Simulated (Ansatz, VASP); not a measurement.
## Cross-check of Al32Si11O22 (amorphous SiO2 against Al(111), 8.8 A) between VASP and Ansatz

Aim: how closely do two programs agree when they are given the same cell, functional and k mesh? Of the first pair: The structure shown is the start of the Ansatz relaxation below; VASP solves that cell, so the two are compared at the walk's first step.

Calculated with Ansatz 0.2.0; plane waves, with VASP 6.6.1 beside it; single point at PBE.

## 1. The structure

The cell holds 130 atoms: 64 Al, 22 Si and 44 O. Its edges and angles: a = 11.427 Å, b = 9.896 Å, c = 18.280 Å, α = 90.0°, β = 90.0°, γ = 90.0°. It derives from Al (4 planes of fcc Al(111)). A slab of 4 planes of fcc Al(111) (starting lattice constant a = 4.04 A), 11.43 x 9.90 A in plane. 66 atoms (22 Si, 44 O) packed at random between the slab and its periodic image at 2.2 g/cm^3 (a layer of 8.8 A) and pushed apart as soft spheres. Langevin MD at fixed cell with the MACE-MP-0b2 small potential (Batatia et al., arXiv:2401.00096), steps of 1.5 fs: 0.63 ps at 3200 K with the crystal held, 3200 to 500 K in 1.8 ps with the crystal held, 500 to 300 K in 0.9 ps with its inner planes held; soft walls kept the melt out of the crystal while it was held. Then all atoms and the cell's height relaxed. The structure's axis is c.

## 2. Ansatz: relaxation, PBE

Ansatz runs on its default PAW (the set named soft_2) files.

The two programs are compared at the cell with which this relaxation starts, whose forces are those of its first step.

File input.yaml:

```yaml
crystal:
  lattice:
    - [11.42685, 0.0, 0.0]
    - [0.0, 9.89594, 0.0]
    - [0.0, 0.0, 18.28028]
  atoms:
    - { symbol: Al, position: [0.99133, 0.00181, 0.29164] }
    - { symbol: Al, position: [0.38714, 0.94381, 0.04267] }
    - { symbol: Al, position: [0.10792, 0.90334, 0.02302] }
    - { symbol: Al, position: [0.00622, 0.17047, 0.05133] }
    - { symbol: Al, position: [0.239, 0.51036, 0.31993] }
    - { symbol: Al, position: [0.0936, 0.39285, 0.99403] }
    - { symbol: Al, position: [0.33225, 0.46046, 0.06012] }
    - { symbol: Al, position: [0.20791, 0.67954, 0.99697] }
    - { symbol: Al, position: [0.24746, 0.16299, 0.06155] }
    - { symbol: Al, position: [0.11798, 0.10678, 0.17931] }
    - { symbol: Al, position: [0.37386, 0.08725, 0.1746] }
    - { symbol: Al, position: [0.23676, 0.35739, 0.19108] }
    - { symbol: Al, position: [0.95542, 0.66734, 0.02465] }
    - { symbol: Al, position: [0.35589, 0.60059, 0.18155] }
    - { symbol: Al, position: [0.10779, 0.5905, 0.18256] }
    - { symbol: Al, position: [0.99493, 0.83527, 0.16573] }
    - { symbol: Al, position: [0.99333, 0.35197, 0.1729] }
    - { symbol: Al, position: [0.36619, 0.25432, 0.30096] }
    - { symbol: Al, position: [0.11788, 0.25341, 0.31432] }
    - { symbol: Al, position: [0.99415, 0.50343, 0.31073] }
    - { symbol: Al, position: [0.22956, 0.83105, 0.17019] }
    - { symbol: Al, position: [0.11394, 0.76354, 0.29458] }
    - { symbol: Al, position: [0.35891, 0.74798, 0.30337] }
    - { symbol: Al, position: [0.23597, 0.00208, 0.30014] }
    - { symbol: Al, position: [0.39964, 0.87984, 0.41967] }
    - { symbol: Al, position: [0.07063, 0.90403, 0.47091] }
    - { symbol: Al, position: [0.98068, 0.12253, 0.47286] }
    - { symbol: Al, position: [0.12818, 0.42963, 0.44704] }
    - { symbol: Al, position: [0.38712, 0.41991, 0.46699] }
    - { symbol: Al, position: [0.2617, 0.67275, 0.43681] }
[... 94 atom lines left out ...]
    - { symbol: O, position: [0.41373, 0.91916, 0.51852] }
    - { symbol: O, position: [0.35381, 0.67137, 0.95287] }
    - { symbol: O, position: [0.25783, 0.98062, 0.79121] }
    - { symbol: O, position: [0.4614, 0.36153, 0.07712] }
    - { symbol: O, position: [0.96376, 0.8426, 0.06111] }
    - { symbol: O, position: [0.19696, 0.00894, 0.4828] }
kpoints:
  mp_grid: { grid: [1, 2, 1] }
hamiltonian:
  xc: pbe
scf:
  occupations: { method: fermi_dirac, width: 0.1 }
output:
  forces: true
relax:
  f_tol: 0.08
  max_steps: 90
  cell: { fix: [a, b, alpha, beta, gamma] }
```

Run with:

```
$ ansatz run input.yaml --threads 4 --pin off --max-ram 8192MiB --backend cpu --events-out ev --progress --plain --runs-dir out
```

Numbers of over 12 decimals in the logs are rounded to 6 here.

The program printed:

```text
Engine: ansatz 0.2.0, aarch64-unknown-linux-gnu
Pseudopotentials: kind: paw
Pseudopotential: Al, paw, valence charge 3, recommended cutoff 420 eV (normal), Al.paw.azcp
Pseudopotential: Si, paw, valence charge 4, recommended cutoff 420 eV (normal), Si.paw.azcp
Pseudopotential: O, paw, valence charge 6, recommended cutoff 420 eV (normal), O.paw.azcp
Functional definition: PBE
  parameter kappa = 0.804
  parameter beta = 0.066725
  exchange = pbe_x(kappa = kappa, mu = beta*pi^2/3)
  correlation = pbe_c(beta = beta)
Crystal: 130 atoms, lattice volume = 2067.123 Å³
Basis set: ecut = 420 eV, 40387 PW (Γ), exchange–correlation on 160×144×250 points (8 copies of the dense FFT grid, shifted against one another)
Bands: 402, of which v1, the nominal top of the filled ones, is band 272 counted from 1 (271 counted from 0)
Symmetry: 1 space group operations
Space group: P1 (ITA 1), of the structure as read, at distance tolerance 1.3e-4 Å
k-points: 2
Non-local potential: Al, projectors of the file, l = 0: 2, l = 1: 2, l = 2: 1
Non-local potential: Si, projectors of the file, l = 0: 2, l = 1: 2, l = 2: 2
Non-local potential: O, projectors of the file, l = 0: 2, l = 1: 2, l = 2: 1
PAW form: soft (Blöchl's): semilocal exchange-correlation on the pseudo side does not see the compensation charge
PAW one-centre angular grid: Al, 110 points (default); XC on 64 Gauss nodes
PAW one-centre angular grid: Si, 110 points (default); XC on 64 Gauss nodes
PAW one-centre angular grid: O, 110 points (default); XC on 64 Gauss nodes
Initial density: superposition of atomic densities (neutral atoms: chi_scale 0, normalization atom), corrected by the library's trained network
Initial wavefunctions: pseudopotential atomic-orbital guess
Functional: x = pbe(κ = 0.804, μ = 0.219515), c = pbe(β = 0.066725)
SCF iter   1: F=—  HF=-73385.090656 eV  |F-HF|=—  |Δ(HF+E_count)|=         —  Δρ=5.28e-3  dr2=3.54e0  ethr=1.77e-3  ⟨swp⟩=8.0  Hψ=4264  notcnv=0  defer=121
preconditioner: auto → LDOS  [metal: Δε(μ)=0.016 eV  Ē_g=9.046 eV  σ=0.100 eV  W_gap=0.04  n_scr=360 (ndim 8)  ℏωp=17.4 eV  f_vac=0.067  D(μ)=36.53/eV (n_scr^D=196)  β→1.0]
SCF iter   2: F=—  HF=-73384.781462 eV  |F-HF|=—  |Δ(HF+E_count)|=   3.09e-1  Δρ=2.81e-3  dr2=2.60e-1  ethr=6.52e-4  ⟨swp⟩=2.0  Hψ=1016  notcnv=0  defer=137
SCF iter   3: F=—  HF=-73384.757978 eV  |F-HF|=—  |Δ(HF+E_count)|=   2.35e-2  Δρ=1.81e-3  dr2=7.31e-2  ethr=4.79e-5  ⟨swp⟩=2.0  Hψ=1198  notcnv=0  defer=137
SCF iter   4: F=—  HF=-73384.743553 eV  |F-HF|=—  |Δ(HF+E_count)|=   1.44e-2  Δρ=6.56e-4  dr2=9.70e-3  ethr=1.34e-5  ⟨swp⟩=2.0  Hψ=1171  notcnv=0  defer=137
SCF iter   5: F=—  HF=-73384.741779 eV  |F-HF|=—  |Δ(HF+E_count)|=   1.77e-3  Δρ=1.52e-4  dr2=8.24e-4  ethr=1.78e-6  ⟨swp⟩=2.0  Hψ=1110  notcnv=0  defer=137
SCF iter   6: F=—  HF=-73384.741797 eV  |F-HF|=—  |Δ(HF+E_count)|=   1.82e-5  Δρ=8.85e-5  dr2=1.92e-4  ethr=1.51e-7  ⟨swp⟩=2.0  Hψ=1204  notcnv=0  defer=137
SCF iter   7: F=—  HF=-73384.741789 eV  |F-HF|=—  |Δ(HF+E_count)|=   8.03e-6  Δρ=2.99e-5  dr2=2.57e-5  ethr=3.52e-8  ⟨swp⟩=2.0  Hψ=1224  notcnv=0  defer=137
SCF iter   8: F=—  HF=-73384.741609 eV  |F-HF|=—  |Δ(HF+E_count)|=   1.80e-4  Δρ=1.11e-5  dr2=3.86e-6  ethr=4.73e-9  ⟨swp⟩=2.0  Hψ=1381  notcnv=0  defer=135
SCF iter   9: F=—  HF=-73384.741609 eV  |F-HF|=—  |Δ(HF+E_count)|=   9.20e-8  Δρ=4.26e-6  dr2=4.98e-7  ethr=7.09e-10  ⟨swp⟩=2.0  Hψ=1135  notcnv=0  defer=135
SCF iter  10: F=—  HF=-73384.741609 eV  |F-HF|=—  |Δ(HF+E_count)|=   3.40e-8  Δρ=2.15e-6  dr2=1.14e-7  ethr=1.84e-11  ⟨swp⟩=5.0  Hψ=2672  notcnv=0
SCF iter  11: F=-73384.741609 eV  HF=-73384.741609 eV  |F-HF|=1.39e-8  |Δ(HF+E_count)|=   4.10e-9  Δρ=8.87e-7  dr2=2.36e-8  ethr=1.84e-11  ⟨swp⟩=4.0  Hψ=2278  notcnv=0
SCF 1 converged in 11 iterations: F = -73384.741609 eV  dr2 = 2.36e-8
  greatest PAW one-centre occupation: 0.877 electrons in one spin orbital (limit 2), on the O atom at site 92 (counted from 0), in its partial waves of l = 0
relax step   1: F+E_penalty+E_count = -73384.74160933 eV  Δ(F+E_penalty+E_count) = +0.000e0 eV  max|allowed force component| = 2.681e0 eV/Å  Δτ_max = 0.0000 Å  P = +4.868 GPa  Ω = 2067.123 Å³  fix = [a, b, alpha, beta, gamma]  reactions: a +5.390, b +5.694 GPa; alpha -0.850, beta -0.221, gamma -0.983 GPa/rad  (11 SCF iters, dr2 threshold 1.00e-7 eV, accepted)
Crystal: 130 atoms, lattice volume = 2087.936 Å³
Basis set: ecut = 420 eV, 40823 PW (Γ), exchange–correlation on 160×144×250 points (8 copies of the dense FFT grid, shifted against one another)
Initial density: handed on by an earlier stage of this run
Initial wavefunctions: those handed on with the density
iter 1 solved again at ethr=7.61e-4 eV; its pass at ethr=3.10e-3 eV (dr2=4.14e0 eV) is discarded
SCF iter   1: F=—  HF=-73390.705430 eV  |F-HF|=—  |Δ(HF+E_count)|=         —  Δρ=7.17e-3  dr2=4.18e0  ethr=7.61e-4  ⟨swp⟩=7.0  Hψ=3660  notcnv=0
[...]
- { symbol: Al, position: [0.261398, -0.035070, 0.304850] }
    - { symbol: Al, position: [0.410176, 0.876422, 0.405946] }
    - { symbol: Al, position: [0.110522, 0.906829, 0.484477] }
    - { symbol: Al, position: [0.960129, 0.094467, 0.512631] }
    - { symbol: Al, position: [0.160318, 0.363788, 0.426538] }
    - { symbol: Al, position: [0.398241, 0.391956, 0.429996] }
    - { symbol: Al, position: [0.275641, 0.648585, 0.415495] }
    - { symbol: Al, position: [0.276115, 0.123189, 0.426694] }
    - { symbol: Al, position: [1.016086, 0.625355, 0.434072] }
    - { symbol: Al, position: [0.526162, 0.963903, 0.295624] }
    - { symbol: Al, position: [0.793798, 0.974712, 0.074528] }
    - { symbol: Al, position: [0.617699, 1.008311, -0.00978906] }
    - { symbol: Al, position: [0.448110, 0.196509, 0.000296405] }
    - { symbol: Al, position: [0.773444, 0.458579, 0.297500] }
    - { symbol: Al, position: [0.544168, 0.448420, 0.010074] }
    - { symbol: Al, position: [0.802260, 0.448436, 0.048142] }
    - { symbol: Al, position: [0.660462, 0.732516, 0.044757] }
    - { symbol: Al, position: [0.637350, 0.262997, 0.923453] }
    - { symbol: Al, position: [0.648755, 0.055597, 0.187307] }
    - { symbol: Al, position: [0.900929, 0.051163, 0.192019] }
    - { symbol: Al, position: [0.775975, 0.294268, 0.181607] }
    - { symbol: Al, position: [0.381180, 0.657499, 0.048181] }
    - { symbol: Al, position: [0.906672, 0.553171, 0.180214] }
    - { symbol: Al, position: [0.663797, 0.538526, 0.171369] }
[...]
- { symbol: Al, position: [0.784156, 0.870462, 0.520796] }
    - { symbol: Al, position: [0.644038, 0.853504, 0.404340] }
    - { symbol: Al, position: [0.502609, 0.127499, 0.411862] }
    - { symbol: Al, position: [0.641631, 0.401623, 0.431039] }
    - { symbol: Al, position: [0.883513, 0.366483, 0.434199] }
    - { symbol: Al, position: [0.778421, 0.631766, 0.421112] }
    - { symbol: Al, position: [0.736824, 0.140308, 0.427083] }
    - { symbol: Al, position: [0.518059, 0.633854, 0.403883] }
    - { symbol: Si, position: [0.216980, 0.783926, 0.621768] }
    - { symbol: Si, position: [0.272514, 0.226807, 0.916174] }
    - { symbol: Si, position: [1.094577, 0.487693, 0.531098] }
    - { symbol: Si, position: [0.497100, 0.409254, 0.591130] }
    - { symbol: Si, position: [0.820605, 0.617534, 0.802854] }
    - { symbol: Si, position: [0.208279, 0.873440, 0.772290] }
    - { symbol: Si, position: [0.353972, 0.695325, 0.879761] }
    - { symbol: Si, position: [0.241782, 0.545396, 0.609413] }
    - { symbol: Si, position: [0.119933, 0.364650, 0.722437] }
    - { symbol: Si, position: [0.955986, 0.919059, 0.604622] }
    - { symbol: Si, position: [0.942669, 0.438801, 0.845919] }
    - { symbol: Si, position: [0.466915, 0.193842, 0.642716] }
    - { symbol: Si, position: [0.333973, 0.966721, 0.574569] }
    - { symbol: Si, position: [0.372662, 0.423124, 0.932712] }
    - { symbol: Si, position: [0.959891, 0.371682, 0.597176] }
    - { symbol: Si, position: [0.621497, 0.786495, 0.873760] }
    - { symbol: Si, position: [0.951157, 0.893905, 0.773731] }
    - { symbol: Si, position: [0.598593, 0.994133, 0.556819] }
    - { symbol: Si, position: [0.317635, 0.150043, 0.767060] }
    - { symbol: Si, position: [0.734567, 0.044337, 0.832852] }
    - { symbol: Si, position: [0.721547, 0.272128, 0.805078] }
    - { symbol: Si, position: [0.725620, 0.459452, 0.676441] }
    - { symbol: O, position: [0.203782, 0.241142, 0.747965] }
    - { symbol: O, position: [0.716459, 0.667966, 0.857598] }
    - { symbol: O, position: [0.202257, 0.479732, 0.685479] }
    - { symbol: O, position: [0.710525, 0.088346, 0.917613] }
    - { symbol: O, position: [0.339068, 0.142596, 0.850466] }
    - { symbol: O, position: [0.643375, 0.915790, 0.822131] }
    - { symbol: O, position: [0.285633, 0.799679, 0.077564] }
    - { symbol: O, position: [0.457620, 0.012381, 0.015784] }
    - { symbol: O, position: [0.265726, 0.781867, 0.832472] }
    - { symbol: O, position: [0.867839, 0.989983, 0.820149] }
    - { symbol: O, position: [0.915797, 0.737947, 0.788369] }
    - { symbol: O, position: [0.860546, 0.302563, 0.829755] }
    - { symbol: O, position: [0.826673, 0.031805, 0.478057] }
    - { symbol: O, position: [0.435832, 0.203021, 0.726673] }
    - { symbol: O, position: [0.916716, 0.263477, 0.534940] }
    - { symbol: O, position: [0.520260, 0.393419, 0.505268] }
    - { symbol: O, position: [0.024858, 0.302764, 0.665797] }
    - { symbol: O, position: [0.486971, 0.740444, 0.863300] }
    - { symbol: O, position: [0.634922, 0.833354, 0.956484] }
    - { symbol: O, position: [0.609659, 0.485735, 0.627813] }
    - { symbol: O, position: [0.601802, 0.107341, 0.487793] }
    - { symbol: O, position: [0.343687, 0.533632, 0.867591] }
    - { symbol: O, position: [0.049804, 0.646502, -0.00379339] }
    - { symbol: O, position: [0.689214, 0.399012, -0.016861] }
[...]
- { symbol: O, position: [0.943619, 0.920214, 0.689893] }
    - { symbol: O, position: [0.700637, 0.325250, 0.724233] }
    - { symbol: O, position: [0.466176, 0.915454, 0.551466] }
    - { symbol: O, position: [0.309400, 0.723309, 0.961157] }
    - { symbol: O, position: [0.293281, 0.993084, 0.744211] }
    - { symbol: O, position: [0.501872, 0.312448, 0.068674] }
    - { symbol: O, position: [0.906062, 0.881941, 0.023777] }
    - { symbol: O, position: [0.247809, -0.00234207, 0.504802] }
```

## 3. VASP: single point, PBE, start cell, pair 1

The same cell, functional, mesh and smearing now go to VASP, with its own data sets.

Lines of VASP's logs that name or quote its potential files are left out, and so is its time.

File INCAR:

```
SYSTEM = Al32Si11O22
PREC = Accurate
ENCUT = 520
EDIFF = 1E-06
NELM = 120
ISMEAR = -1
SIGMA = 0.1
LREAL = Auto
ALGO = Normal
GGA = PE
NBANDS = 368
LORBIT = 11
LWAVE = .FALSE.
LCHARG = .FALSE.
ISIF = 2
LASPH = .TRUE.
GGA_COMPAT = .FALSE.
KPAR = 2
NCORE = 2
```

File POSCAR:

```
Al32Si11O22
1.0
   11.4268500000      0.0000000000      0.0000000000
    0.0000000000      9.8959400000      0.0000000000
    0.0000000000      0.0000000000     18.2802800000
Al Si O
64 22 44
Direct
    0.9913318194      0.0018088226      0.2916421411
    0.3871408131      0.9438113004      0.0426689307
    0.1079212556      0.9033401577      0.0230193411
    0.0062221872      0.1704739519      0.0513285354
    0.2389984991      0.5103608146      0.3199294540
    0.0936040991      0.3928479760      0.9940274438
    0.3322525455      0.4604615630      0.0601194292
    0.2079138170      0.6795413068      0.9969705059
    0.2474610238      0.1629860327      0.0615526677
    0.1179765202      0.1067811648      0.1793079756
    0.3738563121      0.0872479017      0.1745979821
    0.2367581617      0.3573889898      0.1910802242
    0.9554164096      0.6673443857      0.0246495130
    0.3558898559      0.6005897368      0.1815508296
    0.1077899859      0.5905047929      0.1825573788
    0.9949286111      0.8352718388      0.1657305030
    0.9933271199      0.3519726272      0.1729021656
    0.3661901574      0.2543164166      0.3009581910
    0.1178802557      0.2534069528      0.3143223189
    0.9941497438      0.5034286788      0.3107282821
    0.2295558268      0.8310478843      0.1701888593
    0.1139421625      0.7635353488      0.2945797329
    0.3589090607      0.7479835165      0.3033706267
    0.2359705431      0.0020816618      0.3001376347
    0.3996376954      0.8798355689      0.4196708147
    0.0706318889      0.9040273082      0.4709118241
    0.9806814651      0.1225351003      0.4728592779
    0.1281805572      0.4296307375      0.4470391044
    0.3871233104      0.4199095791      0.4669895647
    0.2616994185      0.6727506432      0.4368095018
[... 94 atom lines left out ...]
    0.4137273177      0.9191648292      0.5185205041
    0.3538070422      0.6713662371      0.9528683368
    0.2578313358      0.9806243773      0.7912077933
    0.4613957477      0.3615321031      0.0771213570
    0.9637564158      0.8425980756      0.0611095672
    0.1969571667      0.0089430615      0.4827989506
```

File KPOINTS:

```
Automatic mesh
0
Gamma
1 2 1
0 0 0
```

Potentials, in the order of the species: Al, Si and O (PBE family, release 64).

Run with:

```
$ mpirun -np 16 vasp_std
```

The program printed:

```text
[banner, memory and clock lines left out]
running   16 mpi-ranks, on    1 nodes
[...]
LDA part: xc-table for (Slater+PW92), standard interpolation
 POSCAR, INCAR and KPOINTS ok, starting setup
[...]
entering main loop
       N       E                     dE             d eps       ncg     rms          rms(c)
DAV:   1     0.276788219972E+04    0.27679E+04   -0.23659E+05  1472   0.128E+03
DAV:   2    -0.415284644379E+03   -0.31832E+04   -0.30061E+04  1840   0.253E+02
DAV:   3    -0.786874718167E+03   -0.37159E+03   -0.36640E+03  1728   0.907E+01
DAV:   4    -0.796563826388E+03   -0.96891E+01   -0.96386E+01  1720   0.153E+01
[...]
DAV:  21    -0.716840184828E+03    0.60260E-05   -0.40281E-05  1712   0.129E-02    0.819E-03
DAV:  22    -0.716840182738E+03    0.20908E-05   -0.12956E-05  1832   0.763E-03    0.390E-03
DAV:  23    -0.716840181965E+03    0.77306E-06   -0.20059E-06  1104   0.268E-03
   1 F= -.71684018E+03 E0= -.71623672E+03  d E =-.120693E+01
```

Parts of OUTCAR (step 3):

```text
  Total       70.1244563     73.5005324     45.8332770     12.6795580     11.2673518      2.8353935
  in kB       54.3517668     56.9684815     35.5242624      9.8276181      8.7330514      2.1976448
  external PRESSURE =      48.9481702 kB  Pullay stress =       0.0000000 kB

  FREE ENERGIE OF THE ION-ELECTRON SYSTEM (eV)
  ---------------------------------------------------
  free  energy   TOTEN  =      -716.8401819646 eV

  energy  without entropy=     -715.6332544202  energy(sigma->0) =     -716.23671819

[... 3 further parts left out ...]
[key lines of the parts left out:]
E-fermi :   5.9314
```

The run ends at a pressure of 4.89 GPa, with forces up to 3.0 eV/Å.

## 4. Differences

Known differences besides the potentials themselves: the cutoff is 420 eV in Ansatz and 520 eV in VASP (PREC = Accurate, projectors in real space). Total energies have different zeros and are not compared.

Forces on 9 of the 130 atoms, those with the largest forces and the largest differences (eV/Å; atoms numbered as in POSCAR):

| atom | Ansatz x, y, z | VASP x, y, z |
| --- | --- | --- |
| Al34 | 2.290, 0.688, 1.330 | 2.291, 0.692, 1.338 |
| Al35 | -2.681, 0.530, 1.311 | -2.671, 0.520, 1.319 |
| Si76 | -0.053, 0.469, 1.176 | -0.022, 0.544, 1.186 |
| Si77 | -0.210, -0.809, 0.540 | -0.262, -0.866, 0.569 |
| Si84 | 0.795, -0.998, -2.095 | 0.791, -0.918, -2.083 |
| O90 | 0.772, 0.799, -1.828 | 0.774, 0.802, -1.830 |
| O99 | -1.830, 0.665, -0.164 | -1.853, 0.644, -0.162 |
| O126 | -1.061, 1.077, -2.502 | -1.078, 1.077, -2.482 |
| O130 | 1.759, 0.517, 0.791 | 1.747, 0.543, 0.758 |

The forces differ by 15 meV/Å r.m.s., which is 2.4 % of the r.m.s. force of 0.618 eV/Å (both taken over all components).

(Continued in part 2 of 2.)

[Lines on the potential files, build, host, timing and source positions are cut from VASP's logs without a mark.]

[Logs are printed without paths, hosts, clocks, repeated set-up lines and the standing remarks that a program may print on its own settings, such as how far it seeks lower states.]

[Hosts, paths, dates, database ids (printed as entryN), source tags and the programs' standing remarks are cut or masked in the printed files.]
